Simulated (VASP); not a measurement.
# Be2N (I-42d) in VASP: notebook, part 2 of 2

VASP 6.6.1. Earlier steps stand in the parts before.

**3. Single point, PBE (species swapped into the SiO2 type (I-42d, No. 122))**

Input file INCAR:

```
SYSTEM = Be2N
PREC = Accurate ; ENCUT = 520
EDIFF = 1E-7 ; ISMEAR = 0
SIGMA = 0.1 ; LREAL = .FALSE.
LASPH = .TRUE. ; NELM = 100
ALGO = Normal ; ISIF = 2
LWAVE = .FALSE. ; LCHARG = .TRUE.
GGA = PE ; LELF = .TRUE.
LVHAR = .TRUE. ; NBANDS = 18
```

Input file KPOINTS:

```
regular mesh
0
G
  6 6 6
  0 0 0
```

Input file POSCAR:

```
Be2N
1.0
   -2.0161944800      2.0161944800      4.0926108198
    2.0161944800     -2.0161944800      4.0926108198
    2.0161944800      2.0161944800     -4.0926108198
Be N
4 2
Direct
    1.0498454528      0.6250000000      0.9248454528
    0.3750000000      0.2998454528      0.4248454528
    0.7001545472      0.1250000000      0.0751545472
    0.8750000000     -0.0498454528      0.5751545472
    0.0000000000      0.0000000000      0.0000000000
    0.7500000000      0.2500000000      0.5000000000
```

Potentials or basis: VASP PAW PBE potentials, release 64 (Be, N).

Started as:

```console
$ cat potpaw_PBE.64/Be/POTCAR potpaw_PBE.64/N/POTCAR > POTCAR
$ mpirun -np 1 vasp_std > vasp.out
```

OUTCAR:

```text
SYSTEM = Be2N
   PREC = Accurate
   ENCUT = 520
   EDIFF = 1E-7
   ISMEAR = 0
   LREAL = .FALSE.
   LASPH = .TRUE.
   NELM = 100
   ISIF = 2
   GGA = PE

 ion  position               nearest neighbor table
   1  0.050  0.625  0.925-   5 1.60   6 1.60
   2  0.375  0.300  0.425-   5 1.60   6 1.60
   3  0.700  0.125  0.075-   5 1.60   6 1.60
   4  0.875  0.950  0.575-   5 1.60   6 1.60
   5  0.000  0.000  0.000-   1 1.60   2 1.60   3 1.60   4 1.60
   6  0.750  0.250  0.500-   1 1.60   2 1.60   3 1.60   4 1.60

  LATTYP: Found a body centered tetragonal cell.
 ALAT       =     4.0323889600
 C/A-ratio  =     2.0298690728

  Lattice vectors:

 A1 = (  -2.0161944800,   2.0161944800,   4.0926108198)
 A2 = (   2.0161944800,  -2.0161944800,   4.0926108198)
 A3 = (   2.0161944800,   2.0161944800,  -4.0926108198)

Analysis of symmetry for initial positions (statically):
=====================================================================
 Subroutine PRICEL returns:
 Original cell was already a primitive cell.

 Routine SETGRP: Setting up the symmetry group for a
 body centered tetragonal supercell.

 Subroutine GETGRP returns: Found  8 space group operations
 (whereof  4 operations were pure point group operations)
 out of a pool of 16 trial point group operations.

The static configuration has the point symmetry S_4 .
 The point group associated with its full space group is D_2d.

Analysis of symmetry for dynamics (positions and initial velocities):
=====================================================================
 Subroutine PRICEL returns:
 Original cell was already a primitive cell.

 Routine SETGRP: Setting up the symmetry group for a
 body centered tetragonal supercell.

 Subroutine GETGRP returns: Found  8 space group operations
 (whereof  4 operations were pure point group operations)
 out of a pool of 16 trial point group operations.

[... 126 lines left out ...]
   IALGO  =     38    algorithm
   IMIX   =      4    mixing-type and parameters
     AMIX     =   0.40;   BMIX     =  1.00
     AMIX_MAG =   1.60;   BMIX_MAG =  1.00
  volume/ion in A,a.u.               =      11.09        74.85
  Fermi-wavevector in a.u.,A,eV,Ry     =   1.058743  2.000734 15.251272  1.120937
  Thomas-Fermi vector in A             =   2.194063
   LORBIT       =      0    0 simple, 1 ext, 2 COOP (PROOUT), +10 PAW based schemes
   GGA     = PE    functional components
   LHFCALC =     F    Hartree Fock is set to
   AEXX    =    0.0000 exact exchange contribution
   IVDW    =     0    specifies the selected vdW correction
   LEPSILON=     F    determine dielectric tensor
   LRPA    =     F    only Hartree local field effects (RPA)
 non-spin polarized calculation
 Gauss-broadening in eV      SIGMA  =   0.10
  energy-cutoff  :      520.00
  volume of cell :       66.55
 maximum number of plane-waves:      1811
 NGX is ok and might be reduce to    40
   NGX = 19   NGY = 19   NGZ = 19

 number of electron      17.9999998 magnetization

 Free energy of the ion-electron system (eV)
  ---------------------------------------------------
  ext. energy  EPLUGINS =         0.00000000
  ---------------------------------------------------
  free energy    TOTEN  =       -33.22959359 eV

  energy without entropy =      -33.21485604  energy(sigma->0) =      -33.22222482

 E-fermi :   3.8072     XC(G=0):  -9.2080

 val. band max:        3.7765856539   @ k =   0.5000   0.3333  -0.0000
 cond. band min:       3.8309808184   @ k =   0.5000   0.5000   0.1667
 fundamental gap:      0.0543951645
 Fermi energy:         3.8071635273

 k-point     1 :       0.0000    0.0000    0.0000
  band No.  band energies     occupation
      1     -12.4924      2.00000
      2     -11.2449      2.00000
      3      -2.3396      2.00000
      4      -1.3899      2.00000
      5      -1.3899      2.00000
      6      -1.0027      2.00000
[... 481 lines left out ...]
      5      -1.3265      2.00000
      6      -0.8095      2.00000
[... 10 lines left out ...]
     17      11.4042      0.00000
     18      13.2802      0.00000

 [... further k-points ...]
[... 5 lines left out ...]
  --------------------------------------------------------------------------------------
  -------------------------------------------------------------------------------------
  Total        0.0361959      0.0361959      0.1253701      0.0000000      0.0000000      0.0000000
  in kB        0.8714544      0.8714544      3.0184180      0.0000000      0.0000000      0.0000000
  external PRESSURE =       1.5871089 kB  Pullay stress =       0.0000000 kB

 VOLUME and BASIS-vectors are now :
 -----------------------------------------------------------------------------
  energy-cutoff  :      520.00
  volume of cell :       66.55
      direct lattice vectors                 reciprocal lattice vectors
    -2.016194480  2.016194480  4.092610820     0.000000000  0.247991950  0.122171402
     2.016194480 -2.016194480  4.092610820     0.247991950  0.000000000  0.122171402
     2.016194480  2.016194480 -4.092610820     0.247991950  0.247991950  0.000000000

 POSITION                                       TOTAL-FORCE (eV/Angst)
 -----------------------------------------------------------------------------------
      3.02429      0.70504     -1.02315         0.000000      0.016259      0.000000
      0.70504      1.00810      1.02315         0.016259      0.000000      0.000000
     -1.00810      1.31115      3.06946        -0.000000     -0.016259     -0.000000
      1.31115      1.00810      5.11576        -0.016259     -0.000000     -0.000000
      0.00000      0.00000      0.00000        -0.000000      0.000000      0.000000
     -0.00000      2.01619      2.04631        -0.000000      0.000000      0.000000
 -----------------------------------------------------------------------------------
    total drift:                               -0.000001     -0.000001     -0.000001

  FREE ENERGIE OF THE ION-ELECTRON SYSTEM (eV)
  ---------------------------------------------------
  free  energy   TOTEN  =       -33.2295935922 eV

  energy  without entropy=      -33.2148560443  energy(sigma->0) =      -33.22222482
```

OSZICAR:

```text
N       E                     dE             d eps       ncg     rms          rms(c)
DAV:   1     0.479510421918E+02    0.47951E+02   -0.76787E+03  1080   0.865E+02
DAV:   2    -0.343492556798E+02   -0.82300E+02   -0.75956E+02  1442   0.184E+02
DAV:   3    -0.407078832310E+02   -0.63586E+01   -0.63117E+01  1486   0.524E+01
DAV:   4    -0.407833536461E+02   -0.75470E-01   -0.75429E-01  1302   0.672E+00
DAV:   5    -0.407843001910E+02   -0.94654E-03   -0.94646E-03  1404   0.676E-01    0.137E+01
DAV:   6    -0.334832538077E+02    0.73010E+01   -0.22628E+01  1260   0.275E+01    0.480E+00
DAV:   7    -0.333428228019E+02    0.14043E+00   -0.75057E-01  1184   0.529E+00    0.320E+00
DAV:   8    -0.332371726806E+02    0.10565E+00   -0.35193E-01  1190   0.376E+00    0.915E-01
DAV:   9    -0.332299355745E+02    0.72371E-02   -0.17803E-02  1326   0.885E-01    0.433E-01
DAV:  10    -0.332297015891E+02    0.23399E-03   -0.28919E-03  1252   0.303E-01    0.744E-02
DAV:  11    -0.332295953070E+02    0.10628E-03   -0.51105E-04  1290   0.123E-01    0.474E-02
DAV:  12    -0.332295982841E+02   -0.29771E-05   -0.37120E-05  1182   0.433E-02    0.441E-02
DAV:  13    -0.332295945336E+02    0.37505E-05   -0.39277E-05  1280   0.392E-02    0.108E-02
DAV:  14    -0.332295934163E+02    0.11172E-05   -0.44894E-06  1218   0.149E-02    0.301E-03
DAV:  15    -0.332295935315E+02   -0.11520E-06   -0.25028E-07  1120   0.379E-03    0.120E-03
DAV:  16    -0.332295935922E+02   -0.60736E-07   -0.80873E-08   610   0.172E-03
   1 F= -.33229594E+02 E0= -.33222225E+02  d E =-.147375E-01
```

Run time: 37 s. Hardware: 1 thread of Intel Xeon Platinum 8559C (Emerald Rapids), shared host; peak memory 0.23 GiB.

What came out:

| Property | Result |
| --- | --- |
| Free energy | -33.2296 eV |
| Pressure | 0.2 GPa |
| Largest force | 0.016 eV/Å |
| Band gap on the k mesh | none (metal or under the smearing width) |

Forces on the atoms (eV/Å):
```
Be   0.000  0.016  0.000
Be   0.016  0.000  0.000
Be   0.000 -0.016  0.000
Be  -0.016  0.000  0.000
N    0.000  0.000  0.000
N    0.000  0.000  0.000
```

Stress tensor (GPa, compression positive):
```
0.09 0.00 0.00
0.00 0.09 0.00
0.00 0.00 0.30
```

Levels at points of the mesh, in eV from the Fermi level:
```csv
k point,band 5,band 6,band 7,band 8,band 9,band 10,band 11,band 12,band 13,band 14
"(0.00, 0.00, 0.00)",-5.20,-4.81,-3.84,-3.84,-2.85,0.12,2.00,4.56,5.24,5.24
"(0.50, 0.00, 0.00)",-5.07,-4.34,-4.15,-3.95,0.10,0.30,1.83,4.00,4.67,5.54
"(0.50, 0.50, 0.00)",-5.58,-5.58,-3.75,-3.75,-0.15,-0.15,3.93,3.93,5.07,5.07
"(0.50, 0.50, 0.50)",-5.06,-5.06,-3.99,-3.99,-1.31,-1.31,4.41,4.41,5.30,5.30
```

Caveat: the k mesh is coarse (spacing up to 0.37 Å⁻¹), so the values aren't converged.

**4. Relaxation of cell and atoms, PBE (species swapped into the SiO2 type (I-42d, No. 122))**

Input file INCAR:

```
PREC = Accurate
ENCUT = 600
EDIFF = 1E-7
ISMEAR = 0
SIGMA = 0.1
LREAL = F
LASPH = T
NELM = 100
ALGO = Fast
ISIF = 3
LWAVE = F
LCHARG = F
GGA = PE
IBRION = 2
NSW = 90
EDIFFG = -0.04
```

Input file KPOINTS:

```
Automatic mesh
0
Gamma
  6 6 6
```

Input file POSCAR:

```
Be2N
1.0
   -2.1506773800      2.1506773800      3.3917298900
    2.1506773800     -2.1506773800      3.3917298900
    2.1506773800      2.1506773800     -3.3917298900
Be N
4 2
Direct
    0.9983800100      0.6250000000      0.8733800100
    0.3750000000      0.2483800100      0.3733800100
    0.7516199900      0.1250000000      0.1266199900
    0.8750000000      0.0016199900      0.6266199900
    0.0000000000      0.0000000000      0.0000000000
    0.7500000000      0.2500000000      0.5000000000
```

Started as:

```console
$ cat potpaw_PBE.64/Be/POTCAR potpaw_PBE.64/N/POTCAR > POTCAR
$ mpirun -np 1 vasp_std > vasp.out
```

It took 4.4 min on 1 thread of Intel Xeon Platinum 8559C (Emerald Rapids), shared host; peak memory 0.21 GiB.

Results (log left out):

```
Free energy                            : -33.2252 eV
Relaxed volume                         : 11.18 Å³/atom
Relaxed cell                           : a = 4.974 Å, b = 4.974 Å, c = 4.974 Å, α = 131.75°, β = 131.75°, γ = 70.63°
Space group after relaxing (to 0.05 Å) : I-42d (No. 122)
Energy gained by relaxing              : 270.5 meV/atom
Ionic steps                            : 20
Pressure after relaxing                : 0.1 GPa
Largest force after relaxing           : 0.014 eV/Å
Band gap on the k mesh                 : none (metal or under the smearing width)
```

Forces on the atoms (eV/Å):
```
Be   0.000  0.014  0.000
Be   0.014  0.000  0.000
Be   0.000 -0.014  0.000
Be  -0.014  0.000  0.000
N    0.000  0.000  0.000
N    0.000  0.000  0.000
```

Stress tensor (GPa, compression positive):
```
0.02 0.00 0.00
0.00 0.02 0.00
0.00 0.00 0.40
```

Step by step:
```tsv
step	energy change (eV)	largest force (eV/Å)	pressure (GPa)	volume (Å³)
1	0.0000	2.3633	33.06	62.75
2	-1.0464	1.0543	-11.41	84.46
3	-1.4856	0.0007	-0.43	75.72
4	-1.4857	0.0384	0.03	75.44
5	-1.4958	0.0481	0.03	75.37
6	-1.5230	0.0765	0.00	75.10
7	-1.5610	0.1468	-0.16	74.43
8	-1.5231	0.3716	-0.87	72.54
9	-1.5676	0.2009	-0.24	74.02
10	-1.5839	0.0611	-1.42	73.37
11	-1.5888	0.0753	-2.56	72.75
12	-1.5938	0.0753	-2.38	72.26
13	-1.6063	0.0750	-1.85	70.81
14	-1.6197	0.0739	-0.61	67.95
15	-1.6205	0.0735	-0.29	67.20
16	-1.6205	0.0739	-0.21	67.05
17	-1.6215	0.0440	0.00	67.01
18	-1.6223	0.0060	0.35	66.94
19	-1.6224	0.0195	0.44	66.92
20	-1.6231	0.0144	0.14	67.10
```

Final structure:
```
CELL_PARAMETERS angstrom
-2.03309 2.03309 4.05844
2.03309 -2.03309 4.05844
2.03309 2.03309 -4.05844
ATOMIC_POSITIONS crystal
Be 0.04753 0.62500 0.92253
Be 0.37500 0.29753 0.42253
Be 0.70247 0.12500 0.07747
Be 0.87500 0.95247 0.57747
N 0.00000 0.00000 0.00000
N 0.75000 0.25000 0.50000
```

Levels at points of the mesh, in eV from the Fermi level:
```tsv
k point	band 7	band 8	band 9	band 10	band 11	band 12
(0.00, 0.00, 0.00)	-3.88	-3.88	-2.84	0.21	2.06	4.60
(0.50, 0.00, 0.00)	-4.17	-3.99	0.09	0.30	1.81	3.89
(0.50, 0.50, 0.00)	-3.74	-3.74	-0.12	-0.12	3.90	3.90
(0.50, 0.50, 0.50)	-4.03	-4.03	-1.26	-1.26	4.45	4.45
```

**5. Single point, PBE (species swapped into the SiO2 type (I-42d, No. 122))**

Input file INCAR:

```
SYSTEM = Be2N
ALGO = Fast
EDIFF = 1E-6
ENCUT = 520
GGA = PE
ISIF = 2
ISMEAR = 0
LASPH = .True.
LCHARG = .False.
LREAL = .False.
LWAVE = .False.
NBANDS = 18
NELM = 100
PREC = Accurate
SIGMA = 0.1
```

Input file KPOINTS:

```
k-points
0
Gamma
  6 6 6
  0 0 0
```

POSCAR is that of step 4.

Started as:

```console
$ cat potpaw_PBE.64/Be/POTCAR potpaw_PBE.64/N/POTCAR > POTCAR
$ mpirun -np 1 vasp_std > vasp.out
```

Wall time 26 s (1 thread of Intel Xeon Platinum 8559C (Emerald Rapids), shared host); peak memory 0.2 GiB.

The run converged. Its results:

- Free energy: -31.6003 eV
- Pressure: 33.1 GPa
- Largest force: 2.363 eV/Å
- Band gap on the k mesh: none (metal or under the smearing width)

Forces in eV/Å, atoms in the order of the input:
```
Be   0.000  2.363  0.000
Be   2.363  0.000  0.000
Be   0.000 -2.363  0.000
Be  -2.363  0.000  0.000
N    0.000  0.000  0.000
N    0.000  0.000  0.000
```

Stress tensor (GPa, compression positive):
```
31.73  0.00  0.00
 0.00 31.73  0.00
 0.00  0.00 35.85
```

Levels at points of the mesh, in eV from the Fermi level:
| k point | band 7 | band 8 | band 9 | band 10 | band 11 | band 12 |
| --- | --- | --- | --- | --- | --- | --- |
| (0.00, 0.00, 0.00) | -5.10 | -5.10 | -2.66 | 1.45 | 2.99 | 4.67 |
| (0.50, 0.00, 0.00) | -5.42 | -5.34 | 0.12 | 0.56 | 1.64 | 2.57 |
| (0.50, 0.50, 0.00) | -4.92 | -4.92 | 0.08 | 0.08 | 3.97 | 3.97 |
| (0.50, 0.50, 0.50) | -5.54 | -5.54 | -0.74 | -0.74 | 4.39 | 4.39 |

Caveat: a pressure of tens of GPa on the cell as given is suspect, and the run, the potentials or the cell itself is likely at fault; forces of over 1 eV/Å show positions far from the minimum, so gaps and moduli don't describe the material at rest.

**6. Summary**

```tsv
task	cell	k mesh	cutoff (eV)	mesh quality	gap on the mesh (eV)	pressure (GPa)	largest force (eV/Å)
single point	species swapped into the SiO2 type (I-42d, No. 122)	14 × 14 × 14	520	not flagged	none	0.1	0.01
single point	species swapped into the SiO2 type (I-42d, No. 122)	6 × 6 × 6	520	coarse	none	0.2	0.02
relaxation of cell and atoms	relaxed from: species swapped into the SiO2 type (I-42d, No. 122)	6 × 6 × 6	600	not flagged	none	0.1	0.01
single point	species swapped into the SiO2 type (I-42d, No. 122)	6 × 6 × 6	520	not flagged	none	33.1	2.36
```

Alike in all rows: level PBE; potentials or basis VASP PAW PBE potentials, release 64 (Be, N); no spin polarisation; smearing gaussian 0.1 eV.

Caveats: some runs use coarse meshes; a pressure of tens of GPa on the cell as given is suspect, and the run, the potentials or the cell itself is likely at fault (some runs); forces of over 1 eV/Å show positions far from the minimum, so gaps and moduli don't describe the material at rest (some runs).

Total energies depend on the potentials used, so only differences within one code and one set of settings carry meaning.
